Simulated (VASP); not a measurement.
Input:

```
CELL_PARAMETERS angstrom
     -2.57110     2.57110     2.57110
      2.57110    -2.57110     2.57110
      2.57110     2.57110    -2.57110
ATOMIC_POSITIONS crystal
  K  0.00000 0.00000 0.00000
```

Calculation: optB86b-vdW, VASP's PBE PAW potentials (set 64) (plane waves; VASP). Run with 520 eV cut-off, 10×10×10 Γ-centred mesh, first-order Methfessel-Paxton smearing of 0.10 eV, potentials K_sv.

### Question
Estimate the energy per atom (σ→0), band gap (on the k-mesh) with the smallest direct gap where there is one.

### Answer

| Item | Value |
|---|---|
| band gap (on the k-mesh) | none (metal, semimetal or under 0.01 eV) |
| energy per atom (σ→0) | 1.192 eV/atom |

The compound is K in the bcc structure. This cell is one point of a volume scan, at 0.97 of the reference volume.
